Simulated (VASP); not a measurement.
# YbRu (Fm-3m) in VASP: notebook, part 2 of 2

VASP 6.6.1. The steps go on from the part before.

### 3 Relaxation of cell and atoms, PBE, collinear spin, ferromagnetic start

Input file INCAR:

```
SYSTEM = YbRu
PREC = Accurate
ENCUT = 600
EDIFF = 1E-7
ISMEAR = -1
SIGMA = 0.05
LREAL = .False.
LASPH = .True.
NELM = 150
ALGO = Normal
ISIF = 3
LWAVE = .False.
LCHARG = .False.
ISPIN = 2
MAGMOM = 1 1
LORBIT = 11
LMAXMIX = 6
GGA = PE
IBRION = 2
NSW = 60
EDIFFG = -0.005
```

Input file KPOINTS:

```
Automatic mesh
0
Gamma
  6 6 6
  0 0 0
```

Input file POSCAR:

```
YbRu
1.0
    0.0000000000      2.7745200000      2.7745200000
    2.7745200000      0.0000000000      2.7745200000
    2.7745200000      2.7745200000      0.0000000000
Yb Ru
1 1
Direct
    0.5000000000      0.5000000000      0.5000000000
    0.0000000000      0.0000000000      0.0000000000
```

Potentials or basis: VASP PAW PBE potentials, release 64 (Yb, Ru_pv).

On the command line:

```
cat potpaw_PBE.64/Yb/POTCAR potpaw_PBE.64/Ru_pv/POTCAR > POTCAR
mpirun -np 1 vasp_std > vasp.out
```

OUTCAR:

```text
SYSTEM = YbRu
   PREC = Accurate
   ENCUT = 600
   EDIFF = 1E-7
   ISMEAR = -1
   LREAL = .False.
   LASPH = .True.
   NELM = 150
   ISIF = 3
   ISPIN = 2
   LORBIT = 11
   GGA = PE
   IBRION = 2
   NSW = 60
   EDIFFG = -0.005

 ion  position               nearest neighbor table
   1  0.500  0.500  0.500-   2 2.77   2 2.77   2 2.77   2 2.77   2 2.77   2 2.77
   2  0.000  0.000  0.000-   1 2.77   1 2.77   1 2.77   1 2.77   1 2.77   1 2.77

  LATTYP: Found a face centered cubic cell.
 ALAT       =     5.5490400000

  Lattice vectors:

 A1 = (   0.0000000000,   2.7745200000,   2.7745200000)
 A2 = (   2.7745200000,   0.0000000000,   2.7745200000)
 A3 = (   2.7745200000,   2.7745200000,   0.0000000000)

Analysis of symmetry for initial positions (statically):
=====================================================================
 Subroutine PRICEL returns:
 Original cell was already a primitive cell.

 Routine SETGRP: Setting up the symmetry group for a
 face centered cubic supercell.

 Subroutine GETGRP returns: Found 48 space group operations
 (whereof 48 operations were pure point group operations)
 out of a pool of 48 trial point group operations.

The static configuration has the point symmetry O_h .

Analysis of symmetry for dynamics (positions and initial velocities):
=====================================================================
 Subroutine PRICEL returns:
 Original cell was already a primitive cell.

 Routine SETGRP: Setting up the symmetry group for a
 face centered cubic supercell.

 Subroutine GETGRP returns: Found 48 space group operations
 (whereof 48 operations were pure point group operations)
 out of a pool of 48 trial point group operations.

The dynamic configuration has the point symmetry O_h .

Analysis of structural, dynamic, and magnetic symmetry:
=====================================================================
 Subroutine PRICEL returns:
 Original cell was already a primitive cell.

 Routine SETGRP: Setting up the symmetry group for a
 face centered cubic supercell.

 Subroutine GETGRP returns: Found 48 space group operations
 (whereof 48 operations were pure point group operations)
 out of a pool of 48 trial point group operations.

The overall configuration has the point symmetry O_h .

 Subroutine INISYM returns: Found 48 space group operations
 (whereof 48 operations are pure point group operations),
 and found     1 'primitive' translations

----------------------------------------------------------------------------------------

                                     Primitive cell

  volume of cell :      42.7163

  direct lattice vectors                    reciprocal lattice vectors
     0.000000000  2.774520000  2.774520000    -0.180211352  0.180211352  0.180211352
     2.774520000  0.000000000  2.774520000     0.180211352 -0.180211352  0.180211352
     2.774520000  2.774520000  0.000000000     0.180211352  0.180211352 -0.180211352

  length of vectors
     3.923763813  3.923763813  3.923763813     0.312135218  0.312135218  0.312135218

  position of ions in fractional coordinates (direct lattice)
     0.500000000  0.500000000  0.500000000
     0.000000000  0.000000000  0.000000000
[... 54 lines left out ...]
   dimension x,y,z NGXF=    64 NGYF=   64 NGZF=   64
   ions per type =               1   1
   NGX,Y,Z   is equivalent  to a cutoff of  13.56, 13.56, 13.56 a.u.
   NGXF,Y,Z  is equivalent  to a cutoff of  27.12, 27.12, 27.12 a.u.
 SYSTEM =  YbRu
   PREC   = accura    normal or accurate (medium, high low for compatibility)
   ISTART =      0    job   : 0-new  1-cont  2-samecut
   ICHARG =      2    charge: 1-file 2-atom 10-const
   ISPIN  =      2    spin polarized calculation?
   LNONCOLLINEAR =      F non collinear calculations
   LSORBIT =      F    spin-orbit coupling
   LASPH  =      T    aspherical Exc in radial PAW
   ENCUT  =  600.0 eV  44.10 Ry    6.64 a.u.   7.84  7.84  7.84*2*pi/ulx,y,z
   NELM   =    150;   NELMIN=  2; NELMDL= -5     # of ELM steps
   EDIFF  = 0.1E-06   stopping-criterion for ELM
   LREAL  =      F    real-space projection
   EDIFFG = -.5E-02   stopping-criterion for IOM
   NSW    =     60    number of steps for IOM
   IBRION =      2    ionic relax: 0-MD 1-quasi-New 2-CG
   NFREE  =      1    steps in history (QN), initial steepest desc. (CG)
   ISIF   =      3    stress and relaxation
   ISYM   =      2    0-nonsym 1-usesym 2-fastsym
   POTIM  = 0.5000    time-step for ionic-motion
   TEBEG  =    0.0;   TEEND  =   0.0 temperature during run
   PSTRESS=    0.0 pullay stress
   NELECT =      38.0000    total number of electrons
   NUPDOWN=      -1.0000    fix difference up-down
   EMIN   =  10.00;   EMAX   =-10.00  energy-range for DOS
   EFERMI =   0.00;   METHOD = LEGACY
   ISMEAR =    -1;   SIGMA  =   0.05  broadening in eV -4-tet -1-fermi 0-gaus
   EFERMI_NEDOS =   21; number of points for ismear=-14 and -15
   IALGO  =     38    algorithm
   IMIX   =      4    mixing-type and parameters
     AMIX     =   0.40;   BMIX     =  1.00
     AMIX_MAG =   1.60;   BMIX_MAG =  1.00
  volume/ion in A,a.u.               =      21.36       144.13
  Fermi-wavevector in a.u.,A,eV,Ry     =   1.574484  2.975343 33.728828  2.478999
  Thomas-Fermi vector in A             =   2.675611
   LORBIT       =     11    0 simple, 1 ext, 2 COOP (PROOUT), +10 PAW based schemes
   GGA     = PE    functional components
   LHFCALC =     F    Hartree Fock is set to
   AEXX    =    0.0000 exact exchange contribution
   IVDW    =     0    specifies the selected vdW correction
   LEPSILON=     F    determine dielectric tensor
   LRPA    =     F    only Hartree local field effects (RPA)
 conjugate gradient relaxation of ions
 spin polarized calculation
  energy-cutoff  :      600.00
  volume of cell :       42.72
 maximum number of plane-waves:      1458
   NGX = 15   NGY = 15   NGZ = 15

--------------------------------------- Ionic step        1  -------------------------------------------

 number of electron      37.9999995 magnetization       0.9513837

 Free energy of the ion-electron system (eV)
  ---------------------------------------------------
  ext. energy  EPLUGINS =         0.00000000
  ---------------------------------------------------
  free energy    TOTEN  =       -11.44139340 eV

  energy without entropy =      -11.40631071  energy(sigma->0) =      -11.42385205

------------------------ aborting loop because EDIFF is reached ----------------------------------------

  FORCE on cell =-STRESS in cart. coord.  units (eV):
  Direction    XX          YY          ZZ          XY          YZ          ZX
  --------------------------------------------------------------------------------------
  -------------------------------------------------------------------------------------
  Total        0.2301009      0.2301009      0.2301009      0.0000000      0.0000000     -0.0000000
  in kB        8.6304868      8.6304868      8.6304868      0.0000000      0.0000000     -0.0000000
  external PRESSURE =       8.6304868 kB  Pullay stress =       0.0000000 kB
[... 167 lines left out ...]
--------------------------------------- Ionic step        6  -------------------------------------------

 number of electron      37.9999995 magnetization       0.9762721

 Free energy of the ion-electron system (eV)
  ---------------------------------------------------
  ext. energy  EPLUGINS =         0.00000000
  ---------------------------------------------------
  free energy    TOTEN  =       -11.44265901 eV

  energy without entropy =      -11.40700162  energy(sigma->0) =      -11.42483032

 E-fermi :   4.3917     XC(G=0): -11.5273

 val. band max:        4.3572028998   @ k =   0.5000   0.0000   0.0000
 cond. band min:       4.4332368708   @ k =   0.5000   0.0000   0.0000
 fundamental gap:      0.0760339710
 Fermi energy:         4.3916859019

 spin component 1

 k-point     1 :       0.0000    0.0000    0.0000
  band No.  band energies     occupation
      1     -46.7652      1.00000
      2     -37.3293      1.00000
      3     -37.3293      1.00000
      4     -37.3293      1.00000
      5     -18.8689      1.00000
      6     -18.8689      1.00000
[... 421 lines left out ...]
     23       8.1049      0.00000
     24      11.3260      0.00000
 Fermi energy:         4.3916859019

 spin component 2

 k-point     1 :       0.0000    0.0000    0.0000
  band No.  band energies     occupation
      1     -46.6610      1.00000
      2     -36.7897      1.00000
      3     -36.7897      1.00000
      4     -36.7897      1.00000
      5     -18.8110      1.00000
      6     -18.8110      1.00000
[... 450 lines left out ...]
  FREE ENERGIE OF THE ION-ELECTRON SYSTEM (eV)
  ---------------------------------------------------
  free  energy   TOTEN  =       -11.4426590088 eV

  energy  without entropy=      -11.4070016218  energy(sigma->0) =      -11.42483032

 reached required accuracy - stopping structural energy minimisation

 total charge

# of ion       s       p       d       f       tot
--------------------------------------------------
    1        2.230   6.052   0.605  13.393  22.281
    2        0.337   6.052   6.304   0.000  12.693
--------------------------------------------------
tot          2.567  12.104   6.909  13.393  34.974

 magnetization (x)

# of ion       s       p       d       f       tot
--------------------------------------------------
    1       -0.004  -0.012  -0.018   0.274   0.240
    2        0.013  -0.002   0.723   0.000   0.735
--------------------------------------------------
tot          0.009  -0.013   0.704   0.274   0.974
```

CONTCAR:

```text
YbRu
   1.00000000000000
     0.0000000000000000    2.7889468964520856    2.7889468964520856
     2.7889468964520856    0.0000000000000000    2.7889468964520856
     2.7889468964520856    2.7889468964520856   -0.0000000000000000
  Yb              Ru
     1     1
Direct
     0.5000000000000000    0.5000000000000000    0.5000000000000000
     0.0000000000000000    0.0000000000000000    1.0000000000000000

  0.00000000E+00  0.00000000E+00  0.00000000E+00
  0.00000000E+00  0.00000000E+00  0.00000000E+00
```

It took 7 min on 1 thread of Intel Xeon Platinum 8259CL at 2.50GHz (Skylake/Cascade Lake), shared host; peak memory 0.24 GiB.

Results:

* Free energy: -11.4427 eV
* Relaxed volume: 21.69 Å³/atom
* Relaxed cell: a = 3.944 Å, b = 3.944 Å, c = 3.944 Å, α = 60.00°, β = 60.00°, γ = 60.00°
* Space group after relaxing (to 0.05 Å): Fm-3m (No. 225)
* Energy gained by relaxing: 0.6 meV/atom
* Ionic steps: 6
* Pressure after relaxing: 0.0 GPa
* Band gap on the k mesh: none (metal or under the smearing width)
* Net moment: 0.98 μB per cell
* Site moments: Yb +0.24; Ru +0.73 μB
* Valence electrons inside the program's atomic spheres: Yb 22.28; Ru 12.69

Step by step:
```csv
step,energy change (eV),largest force (eV/Å),pressure (GPa),volume (Å³)
1,0.0000,0.0000,0.86,42.72
2,-0.0012,0.0000,-0.30,43.43
3,-0.0014,0.0000,0.24,43.24
4,-0.0013,0.0000,0.05,43.32
5,-0.0013,0.0000,0.08,43.34
6,-0.0013,0.0000,0.03,43.39
```

Final structure:
```
Yb Ru
1.0
     0.00000    2.78895    2.78895
     2.78895    0.00000    2.78895
     2.78895    2.78895    0.00000
Yb Ru
1 1
Direct
  0.50000 0.50000 0.50000
  0.00000 0.00000 0.00000
```

Levels at points of the mesh, in eV from the Fermi level:
Spin up:
```tsv
k point	band 16	band 17	band 18	band 19	band 20	band 21	band 22	band 23	band 24
(0.00, 0.00, 0.00)	-0.74	-0.66	-0.66	-0.66	-0.66	6.13	6.13	6.13	8.58
(0.50, 0.00, 0.00)	-0.57	-0.37	-0.37	0.04	0.04	1.45	2.71	2.71	6.17
(0.50, 0.50, 0.00)	-0.71	-0.58	-0.58	-0.38	-0.38	1.22	5.23	6.07	6.07
```
Spin down:
```csv
k point,band 16,band 17,band 18,band 19,band 20,band 21
"(0.00, 0.00, 0.00)",-0.53,-0.52,-0.40,-0.40,-0.40,6.30
"(0.50, 0.00, 0.00)",-0.40,-0.03,-0.03,0.44,0.44,1.83
"(0.50, 0.50, 0.00)",-0.47,-0.43,-0.37,0.25,0.25,1.22
```

Caveat: spin-orbit coupling is left out, which moves the levels of the heavy elements; without U or exact exchange the open f shell lies at the Fermi level, which spoils levels, moments and volumes.

### 4 The reference run

An earlier run on the cell as given: functional PBE; potentials or basis VASP PAW PBE potentials, release 64 (Yb, Ru_pv); cutoff 520 eV; k mesh 8 × 8 × 8; occupations fermi-dirac, width 0.05 eV; collinear spin, ferromagnetic start; starting moments [1.0, 1.0] μB.

* Pressure: 0.7 GPa
* Band gap on the k mesh: none (metal or under the smearing width)
* Net moment: 1.05 μB per cell
* Site moments: Yb +0.28; Ru +0.77 μB
* Valence electrons inside the program's atomic spheres: Yb 22.30; Ru 12.71

### 5 Overview

| task | level | cell | k mesh | cutoff (eV) | smearing | gap on the mesh (eV) | pressure (GPa) | moment (μB) |
| --- | --- | --- | --- | --- | --- | --- | --- | --- |
| relaxation of the atoms | RPBE | atoms relaxed | 8 × 8 × 8 | 520 | methfessel-paxton 0.1 eV | none | 4.0 | 1.03 |
| relaxation of cell and atoms | PBE | relaxed | 6 × 6 × 6 | 600 | fermi-dirac 0.05 eV | none | 0.0 | 0.98 |
| single point | PBE | as given | 8 × 8 × 8 | 520 | fermi-dirac 0.05 eV | none | 0.7 | 1.05 |

Alike in all rows: potentials or basis VASP PAW PBE potentials, release 64 (Yb, Ru_pv); spin collinear, ferromagnetic start.

Caveats: spin-orbit coupling is left out, which moves the levels of the heavy elements; without U or exact exchange the open f shell lies at the Fermi level, which spoils levels, moments and volumes; the relaxation stopped at its first step, so nothing moved (some runs); the PAW data sets were made with another functional, which shifts forces and pressure a little (some runs).

Absolute energies hang on the potentials; compare differences alone.
